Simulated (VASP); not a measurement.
## Mg3Te: single point with PBE

Mg3Te:

```
Mg Te
1.0
    -2.20773    2.20773    5.60979
     2.20773   -2.20773    5.60979
     2.20773    2.20773   -5.60979
Mg Te
3 1
Direct
  0.51592 0.51592 0.00000
  0.74285 0.24285 0.50000
  0.24285 0.74285 0.50000
  0.99838 0.99838 0.00000
```

The cell comes from a database or a generator and needn't be the stable form of this composition.

The cell isn't the ideal one: strained and moved within a subgroup.

```json
{
  "Program": "VASP 6.6.1",
  "Task": "single point",
  "Functional": "PBE",
  "Potentials or basis": "VASP PAW PBE potentials, release 64 (Mg, Te)",
  "Cutoff": "520 eV",
  "k mesh": "14 × 14 × 14",
  "Occupations": "gaussian, width 0.1 eV",
  "Spin": "no spin polarisation",
  "Dipole correction": "no",
  "Further INCAR settings": "ALGO = Fast; EDIFF = 1e-07; NBANDS = 14"
}
```

```json
{"Pressure": "-3.1 GPa", "Largest force": "0.174 eV/Å", "Band gap on the k mesh": "none (metal or under the smearing width)"}
```

Forces in eV/Å, atoms in the order of the input:
```
Mg   0.000  0.000 -0.174
Mg   0.000  0.000  0.154
Mg   0.000  0.000  0.154
Te   0.000  0.000 -0.133
```

Stress tensor (GPa, compression positive):
```
-3.68  0.00  0.00
 0.00 -3.68  0.00
 0.00  0.00 -2.05
```

Levels at points of the mesh, in eV from the Fermi level:
```tsv
k point	band 2	band 3	band 4	band 5	band 6	band 7	band 8	band 9	band 10	band 11
(0.00, 0.00, 0.00)	-4.30	-3.65	-2.29	-2.29	0.10	1.36	1.65	1.65	2.08	3.32
(0.50, 0.00, 0.00)	-5.49	-3.77	-2.85	-1.87	-0.01	0.92	2.37	2.59	2.70	3.91
(0.50, 0.50, 0.00)	-4.54	-4.22	-3.08	-2.32	-1.37	-0.05	0.57	0.91	1.75	5.21
(0.50, 0.50, 0.50)	-5.83	-2.45	-2.45	-1.49	0.11	1.41	2.89	2.89	3.09	4.53
```

It took 6.7 min on 1 thread of AMD EPYC 9R45 (Zen 5) (shared host), peak memory 0.57 GiB.

Spin-orbit coupling is left out, which matters for the levels of Te.
